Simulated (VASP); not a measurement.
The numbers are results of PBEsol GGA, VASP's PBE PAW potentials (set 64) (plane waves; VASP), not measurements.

A VASP calculation is set up with these files.

**INCAR**
```
LWAVE=.FALSE.
ISMEAR=0   ! Gaussian
LORBIT=11   ! lm-projected
EDIFF=1E-7   ! SCF stop (eV)
GGA=PS   ! PBEsol
SIGMA=0.05
ICHARG=11   ! fixed density
ALGO=Normal   ! blocked Davidson
LASPH=.TRUE.
LMAXMIX=4   ! l cut-off of mixed one-centre charges
ENCUT=400
LCHARG=.FALSE.
SYSTEM=PdIn
LREAL=.FALSE.
NELM=100   ! most electronic steps
PREC=Accurate
```

File KPOINTS:
```
k-points along high-symmetry lines
15
Line-mode
Reciprocal
  0.000000   0.000000   0.000000 ! GAMMA
  0.000000   0.500000   0.000000 ! X

  0.000000   0.500000   0.000000 ! X
  0.500000   0.500000   0.000000 ! M

  0.500000   0.500000   0.000000 ! M
  0.000000   0.000000   0.000000 ! GAMMA

  0.000000   0.000000   0.000000 ! GAMMA
  0.500000   0.500000   0.500000 ! R

  0.500000   0.500000   0.500000 ! R
  0.000000   0.500000   0.000000 ! X

  0.500000   0.500000   0.500000 ! R
  0.500000   0.500000   0.000000 ! M
```

File POSCAR:
```
PdIn
3.2480170
  0.9999999572   0.0000000000   0.0000000000
  0.0000000000   0.9999999572   0.0000000000
  0.0000000000   0.0000000000   0.9999999572
In Pd
1 1
Cartesian
  0.4999999786   0.4999999786   0.4999999786
  0.0000000000   0.0000000000   0.0000000000
```

POTCAR, in this order: In_d Pd (PBE.64 set). Program: vasp_std. Read from the step before: CHGCAR.

Output of the run:

File OSZICAR:
```
       N       E                     dE             d eps       ncg     rms          rms(c)
DAV:   1     0.146407351561E+03    0.14641E+03   -0.98834E+03  2745   0.170E+03
DAV:   2    -0.214964445401E+01   -0.14856E+03   -0.14440E+03  2868   0.368E+02
DAV:   3    -0.904288170119E+01   -0.68932E+01   -0.67762E+01  3492   0.854E+01
DAV:   4    -0.916288787812E+01   -0.12001E+00   -0.11998E+00  3407   0.109E+01
DAV:   5    -0.916835374958E+01   -0.54659E-02   -0.54658E-02  4044   0.198E+00
DAV:   6    -0.916846582292E+01   -0.11207E-03   -0.11207E-03  3645   0.228E-01
DAV:   7    -0.916846698615E+01   -0.11632E-05   -0.11633E-05  4051   0.281E-02
DAV:   8    -0.916846699866E+01   -0.12519E-07   -0.11356E-07  2958   0.266E-03
   1 F= -.91684670E+01 E0= -.91683086E+01  d E =-.316893E-03
```

File OUTCAR:
```
 val. band max:       11.1136893394   @ k =   0.0000   0.2500   0.0000

 cond. band min:      11.2100841139   @ k =   0.3571   0.5000   0.3571



 k-point     1 :       0.0000    0.0000    0.0000
  band No.  band energies     occupation
      1      -4.2641      2.00000
      2      -4.2641      2.00000
      3      -3.8230      2.00000
      4      -3.8230      2.00000
      5      -3.8230      2.00000
      6       0.3658      2.00000
      7       6.7406      2.00000
      8       6.7406      2.00000
      9       8.3438      2.00000
     10       8.3438      2.00000
     11       8.3438      2.00000
     12      14.8656      0.00000
     13      14.8656      0.00000
     14      14.8656      0.00000
     15      20.3159      0.00000

 k-point     2 :       0.0000    0.0357    0.0000
  band No.  band energies     occupation
      1      -4.2633      2.00000
      2      -4.2593      2.00000
      3      -3.8244      2.00000
      4      -3.8244      2.00000
      5      -3.8225      2.00000
      6       0.3865      2.00000
      7       6.7406      2.00000
      8       6.7445      2.00000
      9       8.3270      2.00000
     10       8.3270      2.00000
     11       8.3428      2.00000
     12      14.7060      0.00000
     13      14.9084      0.00000
     14      14.9084      0.00000
     15      20.4090      0.00000

 k-point     3 :       0.0000    0.0714    0.0000
  band No.  band energies     occupation
      1      -4.2609      2.00000
      2      -4.2453      2.00000
      3      -3.8287      2.00000
      4      -3.8287      2.00000
      5      -3.8212      2.00000
      6       0.4485      2.00000
      7       6.7407      2.00000
      8       6.7554      2.00000
      9       8.2782      2.00000
     10       8.2782      2.00000
     11       8.3396      2.00000
     12      14.2809      0.00000
     13      15.0349      0.00000
     14      15.0349      0.00000
     15      20.5796      0.00000

...
```

The density is held fixed in this step, so its total energy and stress have no physical meaning. Unless said otherwise, spin-orbit coupling is left out, though it shifts the bands of the heavy elements here.

The compound is PdIn in the CsCl type structure. It was relaxed first. The electron count is odd and the run is not spin-polarised, which forces a metal.
